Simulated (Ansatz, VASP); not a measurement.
**GaCuSe2: VASP beside Ansatz**

Aim: how closely do two programs agree when they are given the same cell, functional and k mesh? The cell is taken from a series of runs on this material, whose earlier steps may have relaxed, scaled, displaced or heated it; both programs get it as it stands.

Calculated with Ansatz 0.2.0; plane waves, with VASP 6.6.1 beside it; G0W0 gap at PBE.

In doubt: one-shot GW on d or f shells is unsure (step 3), so the values of those runs are not to be relied on.

## Step 1: The starting structure

It takes space group I-42d (No. 122, tetragonal). Conventional cell: a = 5.619 Å, b = 5.619 Å, c = 11.026 Å, α = 90.00°, β = 90.00°, γ = 90.00°. Ga has 4 Se at 2.44 Å nearest. Nearest to Cu lie 4 Se at 2.40 Å. Nearest to Se lie 2 Cu at 2.40 Å and 2 Ga at 2.44 Å. Farther neighbours and most contacts between anions are not listed.

Coordinates:

```cif
data_structure
_symmetry_space_group_name_H-M 'I-42d'
_symmetry_Int_Tables_number 122
_cell_length_a 5.6191
_cell_length_b 5.6191
_cell_length_c 11.0260
_cell_angle_alpha 90.000
_cell_angle_beta 90.000
_cell_angle_gamma 90.000
_cell_volume 348.14
loop_
_atom_site_label
_atom_site_type_symbol
_atom_site_symmetry_multiplicity
_atom_site_Wyckoff_symbol
_atom_site_fract_x
_atom_site_fract_y
_atom_site_fract_z
_atom_site_occupancy
Ga1 Ga 4 b 0.50000 0.50000 0.00000 1
Cu1 Cu 4 a 0.00000 0.00000 0.00000 1
Se1 Se 8 d 0.24337 0.25000 0.12500 1
```

## Step 2: VASP: G0W0 gap, PBE

Quasiparticle shifts depend on high empty states and on the cores, so they are the hardest test of two PAW sets.

Lines of VASP's logs that name or quote its potential files are left out, and so is its time.

The run reads the wave functions of an earlier VASP run, which isn't shown here.

INCAR

```
SYSTEM = GaCuSe2
PREC = Accurate
ENCUT = 500
ISMEAR = 0
SIGMA = 0.01
LREAL = .FALSE.
GGA = PE
NBANDS = 704
LASPH = .TRUE.
ALGO = EVGW0
NELMGW = 1
ENCUTGW = 140
NOMEGA = 64
PRECFOCK = Fast
NBANDSGW = 64
LWAVE = .FALSE.
LCHARG = .FALSE.
```

POSCAR

```
GaCuSe2
1.0
   -2.8095500000      2.8095500000      5.5130000000
    2.8095500000     -2.8095500000      5.5130000000
    2.8095500000      2.8095500000     -5.5130000000
Ga Cu Se
2 2 4
Direct
    0.5000000000      0.5000000000      0.0000000000
    0.2500000000      0.7500000000      0.5000000000
    0.0000000000      0.0000000000      0.0000000000
    0.7500000000      0.2500000000      0.5000000000
    0.3750000000      0.3683746378      0.4933746378
    0.6316253622      0.1250000000      0.0066253622
    0.8750000000      0.8816253622      0.5066253622
    0.1183746378      0.6250000000      0.9933746378
```

KPOINTS

```
Automatic mesh
0
Gamma
4 4 4
0 0 0
```

The projector-augmented-wave data sets are Ga_d_GW, Cu_sv_GW and Se_GW (PBE family, release 64).

Launch:

```sh
$ mpirun -np 16 vasp_std
```

Numbers of over 12 decimals in the logs are rounded to 6 here.

Output:

```text
[banner, memory and clock lines left out]
running   16 mpi-ranks, on    1 nodes
 distrk:  each k-point on   16 cores,    1 groups
 distr:  one band on    1 cores,   16 groups

 POSCAR found type information on POSCAR GaCuSe
 POSCAR found :  3 types and       8 ions
|                                                                             |
|           W    W    AA    RRRRR   N    N  II  N    N   GGGG   !!!           |
|           W    W   A  A   R    R  NN   N  II  NN   N  G    G  !!!           |
|           W    W  A    A  R    R  N N  N  II  N N  N  G       !!!           |
|           W WW W  AAAAAA  RRRRR   N  N N  II  N  N N  G  GGG   !            |
|           WW  WW  A    A  R   R   N   NN  II  N   NN  G    G                |
|           W    W  A    A  R    R  N    N  II  N    N   GGGG   !!!           |
|                                                                             |
|     For optimal performance we recommend to set                             |
|       NCORE = 2 up to number-of-cores-per-socket                            |
|     NCORE specifies how many cores store one orbital (NPAR=cpu/NCORE).      |
|     This setting can greatly improve the performance of VASP for DFT.       |
|     The default, NCORE=1 might be grossly inefficient on modern             |
|     multi-core architectures or massively parallel machines. Do your        |
|     Unfortunately you need to use the default for GW and RPA                |
|     calculations (for HF NCORE is supported but not extensively tested      |
|     yet).                                                                   |
|                                                                             |

|                                                                             |
|           W    W    AA    RRRRR   N    N  II  N    N   GGGG   !!!           |
|           W    W   A  A   R    R  NN   N  II  NN   N  G    G  !!!           |
|           W    W  A    A  R    R  N N  N  II  N N  N  G       !!!           |
|           W WW W  AAAAAA  RRRRR   N  N N  II  N  N N  G  GGG   !            |
|           WW  WW  A    A  R   R   N   NN  II  N   NN  G    G                |
|           W    W  A    A  R    R  N    N  II  N    N   GGGG   !!!           |
|                                                                             |
|     The default for ENCUTGWSOFT is different in this version of VASP.       |
|     please manually set ENCUTGWSOFT =140 in the INCAR file.                 |
|                                                                             |

 LDA part: xc-table for (Slater+PW92), standard interpolation
 found WAVECAR, reading the header
 POSCAR, INCAR and KPOINTS ok, starting setup
 FFT: planning ... GRIDC
 FFT: planning ... GRID_SOFT
 FFT: planning ... GRID
 reading WAVECAR
 the WAVECAR file was read successfully
 initial charge from wavefunction
 available memory per node:     12.31 GB, setting MAXMEM to     12601

 The Fermi energy was updated, please check that it is located mid-gap
 values below the HOMO (VB) or above the LUMO (CB) will cause erroneous energies
 E-fermi :   4.1127

 calculate exact exchange contribution
 the WAVEDER file was read successfully
|                                                                             |
|           W    W    AA    RRRRR   N    N  II  N    N   GGGG   !!!           |
|           W    W   A  A   R    R  NN   N  II  NN   N  G    G  !!!           |
|           W    W  A    A  R    R  N N  N  II  N N  N  G       !!!           |
|           W WW W  AAAAAA  RRRRR   N  N N  II  N  N N  G  GGG   !            |
|           WW  WW  A    A  R   R   N   NN  II  N   NN  G    G                |
|           W    W  A    A  R    R  N    N  II  N    N   GGGG   !!!           |
|                                                                             |
|     Automatic setting of frequency mesh for GW failed. Frequency mesh       |
|     properly not suitable for determining QP energies. Consider             |
|     increasing number of kpoints.                                           |
|                                                                             |

energies w=
    0.000    0.000    1.207    0.000    2.411    0.000    3.610    0.000
    4.801    0.000    5.983    0.000    7.153    0.000    8.311    0.000
    9.454    0.000   10.583    0.000   11.697    0.000   12.795    0.000
   13.879    0.000   14.949    0.000   16.005    0.000   17.049    0.000
   18.081    0.000   19.104    0.000   20.119    0.000   21.127    0.000
   22.131    0.000   23.132    0.000   24.132    0.000   25.134    0.000
   26.139    0.000   27.151    0.000   28.171    0.000   29.202    0.000
   30.247    0.000   31.310    0.000   32.393    0.000   33.501    0.000
   34.637    0.000   35.804    0.000   37.010    0.000   38.257    0.000
   39.553    0.000   40.903    0.000   42.316    0.000   43.800    0.000
   45.365    0.000   47.021    0.000   48.781    0.000   50.662    0.000
   52.680    0.000   54.857    0.000   57.217    0.000   59.790    0.000
   62.613    0.000   65.730    0.000   69.197    0.000   73.082    0.000
   77.472    0.000   82.479    0.000   88.249    0.000   94.978    0.000
  102.931    0.000  112.477    0.000  124.149    0.000  138.743    0.000
  157.500    0.000  182.473    0.000  217.319    0.000  269.248    0.000
 responsefunction array rank=     672
 LDA part: xc-table for (Slater+PW92), standard interpolation

 min. memory requirement per mpi rank   1190.3 MB, per node  19044.8 MB

 allocating   4 responsefunctions rank=   672
 shmem allocating  64 responsefunctions rank=   672
 response function shared by NCSHMEM nodes    1
 Doing            4  frequencies on each core in blocks of           64
NQ=   1    0.0000    0.0000    0.0000,
|.........|.........|.........|.........|.........|.........|.........|.........
 performed       4888000 updates of chi_q(r,r)
 total number of BLAS operations      17190.93 Gflops
NQ=   2    0.2500    0.0000    0.0000,
|.........|.........|.........|.........|.........|.........|.........|.........
 performed      13651000 updates of chi_q(r,r)
 total number of BLAS operations      47914.96 Gflops
NQ=   3    0.5000    0.0000    0.0000,
|.........|.........|.........|.........|.........|.........|.........|.........
 performed      20882000 updates of chi_q(r,r)
 total number of BLAS operations      72508.04 Gflops
NQ=   4    0.2500    0.2500    0.0000,
|.........|.........|.........|.........|.........|.........|.........|.........
 performed      28924000 updates of chi_q(r,r)
 total number of BLAS operations     100364.93 Gflops
NQ=   5    0.5000    0.2500    0.0000,
|.........|.........|.........|.........|.........|.........|.........|.........
 performed      38408000 updates of chi_q(r,r)
 total number of BLAS operations     132421.82 Gflops
NQ=   6   -0.2500    0.2500    0.0000,
|.........|.........|.........|.........|.........|.........|.........|.........
 performed      45729000 updates of chi_q(r,r)
 total number of BLAS operations     158872.36 Gflops
NQ=   7    0.5000    0.5000    0.0000,
|.........|.........|.........|.........|.........|.........|.........|.........
 performed      51518000 updates of chi_q(r,r)
 total number of BLAS operations     178804.48 Gflops
NQ=   8    0.2500    0.2500    0.2500,
|.........|.........|.........|.........|.........|.........|.........|.........
 performed      56676000 updates of chi_q(r,r)
 total number of BLAS operations     195921.17 Gflops
NQ=   9   -0.2500    0.2500    0.2500,
|.........|.........|.........|.........|.........|.........|.........|.........
 performed      63997000 updates of chi_q(r,r)
 total number of BLAS operations     221050.37 Gflops
NQ=  10    0.5000    0.5000    0.2500,
|.........|.........|.........|.........|.........|.........|.........|.........
 performed      71318000 updates of chi_q(r,r)
 total number of BLAS operations     245645.32 Gflops
NQ=  11   -0.2500    0.5000    0.2500,
|.........|.........|.........|.........|.........|.........|.........|.........
 performed      80081000 updates of chi_q(r,r)
 total number of BLAS operations     275999.19 Gflops
NQ=  12   -0.2500   -0.2500    0.2500,
|.........|.........|.........|.........|.........|.........|.........|.........
 performed      85960000 updates of chi_q(r,r)
 total number of BLAS operations     296926.08 Gflops
NQ=  13    0.5000    0.5000    0.5000,
|.........|.........|.........|.........|.........|.........|.........|.........
 performed      90848000 updates of chi_q(r,r)
 total number of BLAS operations     314065.19 Gflops
 resolving degeneracies of screened two electron integrals

 calculate QP shifts <psi_nk| G(iteration)W_0 |psi_nk>: iteration 1
 entering main loop
```

OUTCAR, selected parts (step 2):

```text
ion  position               nearest neighbor table
   1  0.500  0.500  0.000-   7 2.44   8 2.44   5 2.44   6 2.44
   2  0.250  0.750  0.500-   6 2.44   5 2.44   8 2.44   7 2.44
   3  0.000  0.000  0.000-   5 2.40   6 2.40   7 2.40   8 2.40
   4  0.750  0.250  0.500-   7 2.40   8 2.40   5 2.40   6 2.40
   5  0.375  0.368  0.493-   3 2.40   4 2.40   1 2.44   2 2.44
   6  0.632  0.125  0.007-   3 2.40   4 2.40   2 2.44   1 2.44
   7  0.875  0.882  0.507-   4 2.40   3 2.40   1 2.44   2 2.44
   8  0.118  0.625  0.993-   4 2.40   3 2.40   2 2.44   1 2.44

  LATTYP: Found a body centered tetragonal cell.
 ALAT       =     5.6191000000
 C/A-ratio  =     1.9622359453

 Subroutine GETGRP returns: Found  8 space group operations
 (whereof  4 operations were pure point group operations)

The static configuration has the point symmetry S_4 .
 The point group associated with its full space group is D_2d.

 Found     13 irreducible k-points:

   k-points           NKPTS =     13   k-points in BZ     NKDIM =     64   number of bands    NBANDS=    704

   dimension x,y,z NGX =    50 NGY =   50 NGZ =   50
   dimension x,y,z NGXF=   100 NGYF=  100 NGZF=  100

   ENCUT  =  500.0 eV  36.75 Ry    6.06 a.u.  12.39 12.39 12.39*2*pi/ulx,y,z

   NELECT =      88.0000    total number of electrons

  energy-cutoff  :      500.00
  volume of cell :      174.07
      direct lattice vectors                 reciprocal lattice vectors
    -2.809550000  2.809550000  5.513000000     0.000000000  0.177964443  0.090694722
     2.809550000 -2.809550000  5.513000000     0.177964443  0.000000000  0.090694722
     2.809550000  2.809550000 -5.513000000     0.177964443  0.177964443  0.000000000

 k-points in reciprocal lattice and weights: Automatic mesh
   0.00000000  0.00000000  0.00000000       0.016
   0.25000000  0.00000000  0.00000000       0.125
   0.50000000  0.00000000  0.00000000       0.062
   0.25000000  0.25000000  0.00000000       0.125
   0.50000000  0.25000000  0.00000000       0.250
  -0.25000000  0.25000000  0.00000000       0.062
   0.50000000  0.50000000  0.00000000       0.031
   0.25000000  0.25000000  0.25000000       0.031
  -0.25000000  0.25000000  0.25000000       0.062
   0.50000000  0.50000000  0.25000000       0.062
  -0.25000000  0.50000000  0.25000000       0.125
  -0.25000000 -0.25000000  0.25000000       0.031
   0.50000000  0.50000000  0.50000000       0.016

 E-fermi :   4.1127

 QP shifts <psi_nk| G(iteration)W_0 |psi_nk>: iteration 1
 for sc-GW calculations column KS-energies equals QP-energies in previous step
 and V_xc(KS)=  KS-energies - (<T + V_ion + V_H > + <T+V_H+V_ion>^1  + <V_x>^1)
 k-point   1 :       0.0000    0.0000    0.0000
  band No.  KS-energies  QP-energies   sigma(KS)   V_xc(KS)     V^pw_x(r,r')   Z            occupation Imag(sigma)
    ...
     41       2.4093       1.7291     -28.2192     -27.2340     -35.5219       0.6904       2.0000       0.9113
     42       3.9234       3.3221     -21.6760     -20.8640     -25.4939       0.7405       2.0000       0.4855
     43       3.9234       3.3221     -21.6760     -20.8640     -25.4939       0.7405       2.0000       0.4855
     44       4.0487       3.4301     -21.9605     -21.1249     -25.8810       0.7403       2.0000       0.4930
     45       4.1768       4.5622     -11.0074     -11.4897      -7.8832       0.7992       0.0000      -0.2590
     46       5.8805       6.0250     -10.6008     -10.7814      -7.4799       0.8002       0.0000      -0.3344
     47       6.1199       6.4937     -12.8440     -13.3191      -9.8399       0.7867       0.0000      -0.3381
     48       7.9716       8.3165     -10.1675     -10.6007      -6.0836       0.7961       0.0000      -0.4645
    ...

 k-point   2 :       0.2500    0.0000    0.0000
  band No.  KS-energies  QP-energies   sigma(KS)   V_xc(KS)     V^pw_x(r,r')   Z            occupation Imag(sigma)
    ...
     41       2.5205       1.8455     -26.4703     -25.5080     -33.0093       0.7014       2.0000       0.8330
     42       2.9202       2.3367     -24.7962     -23.9789     -30.3548       0.7139       2.0000       0.7130
     43       3.4152       2.7809     -22.1806     -21.3152     -26.5571       0.7329       2.0000       0.5685
     44       3.7910       3.1568     -22.0681     -21.2070     -26.2246       0.7366       2.0000       0.5293
     45       5.5686       5.9194     -12.5726     -13.0177      -9.6969       0.7881       0.0000      -0.2841
     46       6.4368       6.8654     -12.2819     -12.8260      -8.9714       0.7878       0.0000      -0.3728
     47       6.8159       7.0172     -10.4623     -10.7141      -7.0043       0.7994       0.0000      -0.3833
     48       7.3048       7.6112     -10.4648     -10.8483      -6.7009       0.7989       0.0000      -0.4110
    ...

 k-point   3 :       0.5000    0.0000    0.0000
  band No.  KS-energies  QP-energies   sigma(KS)   V_xc(KS)     V^pw_x(r,r')   Z            occupation Imag(sigma)
    ...
     41       2.6506       1.9809     -23.8540     -22.9201     -29.2692       0.7171       2.0000       0.7161
     42       2.7765       2.1049     -25.1062     -24.1596     -31.1243       0.7095       2.0000       0.7739
     43       2.8689       2.1958     -24.9072     -23.9619     -30.7298       0.7120       2.0000       0.7470
     44       3.4511       2.7853     -22.6858     -21.7734     -27.3870       0.7297       2.0000       0.6045
     45       6.1613       6.6376     -12.1352     -12.7403      -8.7393       0.7872       0.0000      -0.3622
     46       6.5040       6.9879     -11.5033     -12.1159      -7.8456       0.7900       0.0000      -0.3989
     47       7.2160       7.4871      -9.8323     -10.1709      -5.9662       0.8004       0.0000      -0.4209
     48       8.0863       8.4787     -10.4370     -10.9302      -6.2709       0.7956       0.0000      -0.4756
    ...

 k-point   4 :       0.2500    0.2500    0.0000
  band No.  KS-energies  QP-energies   sigma(KS)   V_xc(KS)     V^pw_x(r,r')   Z            occupation Imag(sigma)
    ...
     41       2.6326       1.9365     -25.2678     -24.2852     -31.4162       0.7085       2.0000       0.8032
     42       2.8756       2.1955     -24.9145     -23.9587     -30.7722       0.7115       2.0000       0.7486
     43       3.5588       2.9188     -22.5061     -21.6321     -26.9433       0.7323       2.0000       0.5649
     44       3.6014       2.9507     -22.3609     -21.4734     -26.7646       0.7332       2.0000       0.5638
     45       5.2798       5.6697     -11.3852     -11.8766      -8.1553       0.7933       0.0000      -0.3088
     46       6.0306       6.4136     -12.1185     -12.6035      -8.9491       0.7897       0.0000      -0.3439
     47       6.8514       7.1139     -10.2562     -10.5840      -6.5722       0.8009       0.0000      -0.3893
     48       7.0244       7.2630     -10.0846     -10.3823      -6.3776       0.8013       0.0000      -0.3966
    ...

[... 4 further parts left out ...]
```

This run has no spin polarisation, so a moment on Cu, if there is one, isn't seen.

[end of part 1 of 2]

[Lines on the potential files, build, host, timing and source positions are cut from VASP's logs without a mark.]

[Logs are printed without paths, hosts, clocks, repeated set-up lines and the standing remarks that a program may print on its own settings, such as how far it seeks lower states.]

[Hosts, paths, dates, database ids (printed as entryN), source tags and the programs' standing remarks are cut or masked in the printed files.]
